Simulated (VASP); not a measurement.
All values below come from PBE GGA, VASP's PBE PAW potentials (set 64) (plane waves; VASP).

The input files of a VASP run:

POSCAR:
```
CdSe
1
    0.0000000000     3.0250000000     3.0250000000
    3.0250000000     0.0000000000     3.0250000000
    3.0250000000     3.0250000000     0.0000000000
Cd Se
1 1
Direct
  0.0000000000   0.0000000000   0.0000000000
  0.2500000000   0.2500000000   0.2500000000
```

**INCAR**
```
ALGO  =  Normal
EDIFF  =  1E-6
ENCUT  =  400
GGA  =  PE
ISIF  =  2
ISMEAR  =  0
LASPH  =  .TRUE.
LCHARG  =  .FALSE.
LMAXMIX  =  4
LREAL  =  .FALSE.
LWAVE  =  .FALSE.
NELM  =  100
PREC  =  Accurate
SIGMA  =  0.05
SYSTEM  =  CdSe
```

KPOINTS:
```
Regular mesh
0
G
  7 7 7
0 0 0
```

POTCAR, in this order: Cd Se (PBE.64 set). Program: vasp_std.

Question: What will the output report for the number of irreducible k-points (NKPTS), number of bands (NBANDS), largest plane-wave count, number of space-group operations, FFT grid (NGX, NGY, NGZ)?

Answer: 
The number of irreducible k-points (NKPTS) is 20 and the number of bands (NBANDS) is 13. The largest plane-wave count comes out as 1014. The number of space-group operations is 24 and the FFT grid (NGX, NGY, NGZ) comes out as 28 × 28 × 28.

The compound is CdSe in the zinc blende structure, whereas wurtzite is the usual form. The cell was not relaxed at this level.
